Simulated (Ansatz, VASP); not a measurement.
## Te (Tellurium) in two plane-wave programs

Wanted: the spread between two codes on one cell, functional and k mesh. The cell is taken from a series of runs on this material, whose earlier steps may have relaxed, scaled, displaced or heated it; both programs get it as it stands.

Program: Ansatz 0.2.0. Level of theory: plane waves, with VASP 6.6.1 beside it; zone-centre phonons at PBEsol. Results are calculated unless marked as measured.

## (1) Starting point

The structure is trigonal, space group P3_121 (No. 152). Conventional cell: a = 4.295 Å, b = 4.295 Å, c = 5.958 Å, α = 90.00°, β = 90.00°, γ = 120.00°. Te has 2 Te at 2.91 Å nearest.

## (2) VASP: zone-centre phonons, PBEsol

Second derivatives magnify differences that forces hide, and they need a tight electronic threshold.

Lines of VASP's logs that name or quote its potential files are left out, and so is its time.

INCAR

```
SYSTEM = Te
PREC = Accurate
ENCUT = 500
EDIFF = 1E-08
NELM = 120
ISMEAR = 1
SIGMA = 0.2
LREAL = .FALSE.
ALGO = Normal
GGA = PS
NBANDS = 15
LORBIT = 11
LWAVE = .FALSE.
LCHARG = .FALSE.
ISIF = 2
IBRION = 8
LASPH = .TRUE.
GGA_COMPAT = .FALSE.
KPAR = 2
```

POSCAR

```
Te
1.0
    4.2949809400      0.0000000000      0.0000000000
   -2.1474904700      3.7195626028      0.0000000000
    0.0000000000      0.0000000000      5.9581909061
Te
3
Direct
    0.2856194707      0.0000000000      0.3333333333
    0.0000000000      0.2856194707      0.6666666667
    0.7143805293      0.7143805293      0.0000000000
```

KPOINTS

```
Automatic mesh
0
Gamma
12 12 8
0 0 0
```

PAW data sets: Te (PBE family, release 64).

Started as:

```sh
mpirun -np 2 vasp_std
```

Numbers of over 12 decimals in the logs are rounded to 6 here.

Log:

```text
[banner, memory and clock lines left out]
running    2 mpi-ranks, on    1 nodes
 distrk:  each k-point on    1 cores,    2 groups
 distr:  one band on    1 cores,    1 groups

 POSCAR found type information on POSCAR Te
 POSCAR found :  1 types and       3 ions
|                                                                             |
|               ----> ADVICE to this user running VASP <----                  |
|                                                                             |
|     You enforced a specific xc type in the INCAR file but a different       |
|     [... a line on the potential file left out ...]
|     I HOPE YOU KNOW WHAT YOU ARE DOING!                                     |
|                                                                             |

 LDA part: xc-table for (Slater+PW92), standard interpolation
 POSCAR, INCAR and KPOINTS ok, starting setup
 FFT: planning ... GRIDC
 FFT: planning ... GRID_SOFT
 FFT: planning ... GRID
 WAVECAR not read
 entering main loop
       N       E                     dE             d eps       ncg     rms          rms(c)
DAV:   1     0.706652968304E+02    0.70665E+02   -0.64294E+03  3930   0.936E+02
DAV:   2    -0.605992649962E+01   -0.76725E+02   -0.73090E+02  5351   0.140E+02
DAV:   3    -0.105249199291E+02   -0.44650E+01   -0.44381E+01  4595   0.382E+01
DAV:   4    -0.106007769081E+02   -0.75857E-01   -0.75836E-01  5712   0.585E+00
DAV:   5    -0.106018548375E+02   -0.10779E-02   -0.10779E-02  5047   0.605E-01    0.138E+01
DAV:   6    -0.105856145307E+02    0.16240E-01   -0.11344E-02  4945   0.645E-01    0.856E+00
DAV:   7    -0.105800923108E+02    0.55222E-02   -0.23719E-02  4574   0.923E-01    0.235E-01
DAV:   8    -0.105797325191E+02    0.35979E-03   -0.40027E-03  4546   0.363E-01    0.115E-01
DAV:   9    -0.105797454139E+02   -0.12895E-04   -0.10644E-04  5601   0.711E-02    0.765E-02
DAV:  10    -0.105797461803E+02   -0.76639E-06   -0.10776E-05  5001   0.212E-02    0.939E-03
DAV:  11    -0.105797447305E+02    0.14498E-05   -0.36731E-06  4938   0.113E-02    0.359E-03
DAV:  12    -0.105797448339E+02   -0.10341E-06   -0.33053E-07  5330   0.345E-03    0.171E-03
DAV:  13    -0.105797448277E+02    0.62448E-08   -0.43794E-08  4798   0.132E-03
   1 F= -.10579745E+02 E0= -.10580778E+02  d E =0.310022E-02
 Linear response reoptimize wavefunctions to high precision
DAV:   1    -0.105797448287E+02   -0.10099E-08   -0.30930E-09  4696   0.338E-04
DAV:   2    -0.105797448287E+02   -0.79581E-12   -0.40399E-10  2896   0.127E-04
 Linear response DOF=           3
 Linear response progress:
  Degree of freedom:   1/  3
       N       E                     dE             d eps       ncg     rms          rms(c)
RMM:   1    -0.458989730353E-01   -0.45899E-01    0.37416E-02 21803   0.105E+00
RMM:   2    -0.444787474698E-01    0.14202E-02   -0.23309E-03 15039   0.277E-01    0.962E-02
RMM:   3    -0.444129992751E-01    0.65748E-04   -0.83715E-05 15917   0.576E-02    0.668E-02
RMM:   4    -0.443511255066E-01    0.61874E-04   -0.21961E-05 16227   0.243E-02    0.144E-02
RMM:   5    -0.443548857748E-01   -0.37603E-05   -0.72363E-07 16421   0.540E-03    0.705E-03
RMM:   6    -0.443629643225E-01   -0.80785E-05   -0.22272E-07 16187   0.243E-03    0.145E-03
RMM:   7    -0.443621298029E-01    0.83452E-06    0.95737E-08 16578   0.655E-04    0.454E-04
RMM:   8    -0.443611687110E-01    0.96109E-06    0.11658E-07 16355   0.229E-04    0.125E-04
RMM:   9    -0.443612671803E-01   -0.98469E-07   -0.14593E-07 17124   0.583E-05    0.649E-05
RMM:  10    -0.443612598283E-01    0.73519E-08   -0.19561E-08 16669   0.252E-05    0.212E-05
 first order change of Fermi-energy   0.30122E+00
 force on displaced ion       1 direction 1 :  -2.619   0.000   0.000
 Linear response progress:
  Degree of freedom:   2/  3
       N       E                     dE             d eps       ncg     rms          rms(c)
RMM:   1    -0.469395025631E-01   -0.46940E-01    0.32017E-02 39827   0.104E+00
RMM:   2    -0.456636313686E-01    0.12759E-02   -0.23854E-03 27370   0.275E-01    0.747E-02
RMM:   3    -0.455338115505E-01    0.12982E-03   -0.10109E-04 28789   0.603E-02    0.500E-02
RMM:   4    -0.454526482048E-01    0.81163E-04   -0.32690E-05 29198   0.275E-02    0.143E-02
RMM:   5    -0.454604441453E-01   -0.77959E-05   -0.12383E-06 29676   0.669E-03    0.748E-03
RMM:   6    -0.454731421022E-01   -0.12698E-04   -0.36011E-07 29654   0.229E-03    0.104E-03
RMM:   7    -0.454728463741E-01    0.29573E-06    0.95354E-08 30442   0.472E-04    0.574E-04
RMM:   8    -0.454723935030E-01    0.45287E-06    0.64506E-08 30103   0.185E-04    0.961E-05
RMM:   9    -0.454724749216E-01   -0.81419E-07   -0.95035E-08 31147   0.469E-05    0.191E-05
RMM:  10    -0.454724554259E-01    0.19496E-07   -0.27699E-08 30733   0.198E-05    0.499E-06
RMM:  11    -0.454724676513E-01   -0.12225E-07   -0.27960E-08 31476   0.966E-06    0.286E-06
RMM:  12    -0.454724683350E-01   -0.68373E-09    0.27670E-09 25076   0.697E-06    0.407E-07
 first order change of Fermi-energy   0.62618E-04
 force on displaced ion       1 direction 2 :  -0.000  -2.345  -0.417
 Linear response progress:
  Degree of freedom:   3/  3
       N       E                     dE             d eps       ncg     rms          rms(c)
RMM:   1    -0.576742363749E-01   -0.57674E-01    0.46241E-02 42137   0.108E+00
RMM:   2    -0.549053697291E-01    0.27689E-02   -0.29799E-03 27534   0.301E-01    0.253E-01
RMM:   3    -0.546420282615E-01    0.26334E-03   -0.51580E-04 28667   0.950E-02    0.176E-01
RMM:   4    -0.546066358487E-01    0.35392E-04   -0.15551E-05 29134   0.239E-02    0.873E-02
RMM:   5    -0.546011134990E-01    0.55223E-05   -0.57113E-06 29630   0.139E-02    0.415E-03
RMM:   6    -0.546039213600E-01   -0.28079E-05   -0.18716E-07 29790   0.293E-03    0.271E-03
RMM:   7    -0.546065951989E-01   -0.26738E-05   -0.12570E-07 29689   0.122E-03    0.566E-04
RMM:   8    -0.546065720635E-01    0.23135E-07    0.37200E-08 30563   0.314E-04    0.269E-04
RMM:   9    -0.546067804058E-01   -0.20834E-06   -0.12905E-07 29579   0.142E-04    0.487E-05
RMM:  10    -0.546068950398E-01   -0.11463E-06   -0.14813E-07 31354   0.419E-05    0.114E-05
RMM:  11    -0.546069110986E-01   -0.16059E-07   -0.22015E-08 31203   0.146E-05    0.398E-06
RMM:  12    -0.546069069540E-01    0.41446E-08   -0.15279E-09 29971   0.735E-06    0.121E-06
 first order change of Fermi-energy   0.25032E-04
 force on displaced ion       1 direction 3 :  -0.001  -0.420  -4.911
 Linear response finished
```

From OUTCAR (step 2):

```text
ion  position               nearest neighbor table
   1  0.286  0.000  0.333-   3 2.91   2 2.91   3 3.33   3 3.33   2 3.33   2 3.33
   2  0.000  0.286  0.667-   3 2.91   1 2.91   3 3.33   3 3.33   1 3.33   1 3.33
   3  0.714  0.714  0.000-   2 2.91   1 2.91   1 3.33   2 3.33   2 3.33   1 3.33

  LATTYP: Found a hexagonal cell.
 ALAT       =     4.2949809400
 C/A-ratio  =     1.3872450168

 Subroutine GETGRP returns: Found  6 space group operations
 (whereof  2 operations were pure point group operations)

The static configuration has the point symmetry C_2 .
 The point group associated with its full space group is D_3 .

 Found    131 irreducible k-points:

   k-points           NKPTS =    131   k-points in BZ     NKDIM =    131   number of bands    NBANDS=     15

   dimension x,y,z NGX =    32 NGY =   32 NGZ =   48
   dimension x,y,z NGXF=    64 NGYF=   64 NGZF=   96

   ENCUT  =  500.0 eV  36.75 Ry    6.06 a.u.   7.83  7.83 10.86*2*pi/ulx,y,z

   NELECT =      18.0000    total number of electrons

 k-points in reciprocal lattice and weights: Automatic mesh
   0.00000000  0.00000000  0.00000000       0.001
   0.08333333  0.00000000  0.00000000       0.005
   0.16666667  0.00000000  0.00000000       0.005
   0.25000000  0.00000000  0.00000000       0.005
   0.33333333  0.00000000  0.00000000       0.005
   0.41666667  0.00000000  0.00000000       0.005
   0.50000000  0.00000000  0.00000000       0.003
   0.08333333  0.08333333  0.00000000       0.005
   0.16666667  0.08333333  0.00000000       0.010
[...]
0.33333333  0.25000000  0.50000000       0.010
   0.33333333  0.33333333  0.50000000       0.002

 average (electrostatic) potential at core
       1 -88.1452       2 -88.1452       3 -88.1452

  Total        0.2313479      0.2313479      0.2476753     -0.0000000      0.0000000      0.0000000
  in kB        3.8941141      3.8941141      4.1689408     -0.0000000      0.0000000      0.0000000
  external PRESSURE =       3.9857230 kB  Pullay stress =       0.0000000 kB

  energy-cutoff  :      500.00
  volume of cell :       95.18
      direct lattice vectors                 reciprocal lattice vectors
     4.294980940  0.000000000  0.000000000     0.232829904  0.134424408  0.000000000
    -2.147490470  3.719562603  0.000000000     0.000000000  0.268848816  0.000000000
     0.000000000  0.000000000  5.958190906     0.000000000  0.000000000  0.167836180

 POSITION                                       TOTAL-FORCE (eV/Angst)
 -----------------------------------------------------------------------------------
      1.22673      0.00000      1.98606         0.017947      0.000000      0.000000
     -0.61337      1.06238      3.97213        -0.008974      0.015543      0.000000
      1.53413      2.65718      0.00000        -0.008974     -0.015543      0.000000
 -----------------------------------------------------------------------------------
    total drift:                               -0.000000     -0.000000      0.000000

 Eigenvectors and eigenvalues of the dynamical matrix
 ----------------------------------------------------

   1 f  =    3.802996 THz    23.894932 2PiTHz  126.854308 cm-1    15.727923 meV
             X         Y         Z           dx          dy          dz
      1.226730  0.000000  1.986064     0.055500   -0.103820   -0.704900
     -0.613365  1.062380  3.972127    -0.117660    0.003820    0.678873
      1.534125  2.657183  0.000000     0.062139    0.099960    0.026027

   2 f  =    3.802996 THz    23.894932 2PiTHz  126.854308 cm-1    15.727923 meV
             X         Y         Z           dx          dy          dz
      1.226730  0.000000  1.986064     0.103793    0.055514    0.376921
     -0.613365  1.062380  3.972127    -0.003846   -0.117646    0.422001
      1.534125  2.657183  0.000000    -0.099987    0.062153   -0.798922

   3 f  =    2.958755 THz    18.590407 2PiTHz   98.693449 cm-1    12.236423 meV
             X         Y         Z           dx          dy          dz
      1.226730  0.000000  1.986064    -0.577350   -0.000000    0.000000
     -0.613365  1.062380  3.972127     0.288675   -0.500000    0.000000
      1.534125  2.657183  0.000000     0.288675    0.500000   -0.000000

   4 f  =    2.680923 THz    16.844737 2PiTHz   89.425969 cm-1    11.087402 meV
             X         Y         Z           dx          dy          dz
      1.226730  0.000000  1.986064     0.000000   -0.577350    0.000073
     -0.613365  1.062380  3.972127     0.500000    0.288675    0.000073
      1.534125  2.657183  0.000000    -0.500000    0.288675    0.000073

   5 f  =    2.436651 THz    15.309932 2PiTHz   81.277941 cm-1    10.077176 meV
             X         Y         Z           dx          dy          dz
      1.226730  0.000000  1.986064    -0.254406   -0.504606    0.148670
     -0.613365  1.062380  3.972127    -0.310071    0.472804   -0.009466
      1.534125  2.657183  0.000000     0.564223    0.032306   -0.139205

   6 f  =    2.436651 THz    15.309932 2PiTHz   81.277941 cm-1    10.077176 meV
             X         Y         Z           dx          dy          dz
      1.226730  0.000000  1.986064    -0.504942    0.254237   -0.074905
     -0.613365  1.062380  3.972127     0.472468    0.309902    0.166205
      1.534125  2.657183  0.000000     0.031970   -0.564393   -0.091300

   7 f/i=    0.000340 THz     0.002134 2PiTHz    0.011329 cm-1     0.001405 meV
             X         Y         Z           dx          dy          dz
      1.226730  0.000000  1.986064     0.000000    0.000073    0.577350
     -0.613365  1.062380  3.972127    -0.000063   -0.000037    0.577350
      1.534125  2.657183  0.000000     0.000063   -0.000037    0.577350

   8 f/i=    0.000800 THz     0.005025 2PiTHz    0.026676 cm-1     0.003307 meV
             X         Y         Z           dx          dy          dz
      1.226730  0.000000  1.986064    -0.478651   -0.322720    0.000042
     -0.613365  1.062380  3.972127    -0.478963   -0.322699   -0.000075
      1.534125  2.657183  0.000000    -0.478788   -0.322439    0.000033

   9 f/i=    0.000800 THz     0.005025 2PiTHz    0.026676 cm-1     0.003307 meV
             X         Y         Z           dx          dy          dz
      1.226730  0.000000  1.986064    -0.322518    0.478951   -0.000062
     -0.613365  1.062380  3.972127    -0.322540    0.478638   -0.000005
      1.534125  2.657183  0.000000    -0.322800    0.478813    0.000067

 ELASTIC MODULI CONTR FROM IONIC RELAXATION (kBar)
 Direction    XX          YY          ZZ          XY          YZ          ZX
 --------------------------------------------------------------------------------
 XX        -196.0986    -63.3092   -162.9350     -0.0000   -101.3104     -0.0000
 YY         -63.3092   -196.0986   -162.9350     -0.0000    101.3104     -0.0000
 ZZ        -162.9350   -162.9350   -204.6801     -0.0000     -0.0000     -0.0000
 XY          -0.0000      0.0000     -0.0000    -66.6422     -0.0000    -99.2922
 YZ        -101.3104    101.3104     -0.0000     -0.0000   -168.2078     -0.0000
 ZX          -0.0000     -0.0000     -0.0000    -99.2922     -0.0000   -162.3461
 --------------------------------------------------------------------------------
```

(Part 1 of 2 ends here.)

[Lines on the potential files, build, host, timing and source positions are cut from VASP's logs without a mark.]

[Logs are printed without paths, hosts, clocks, repeated set-up lines and the standing remarks that a program may print on its own settings, such as how far it seeks lower states.]

[Hosts, paths, dates, database ids (printed as entryN), source tags and the programs' standing remarks are cut or masked in the printed files.]
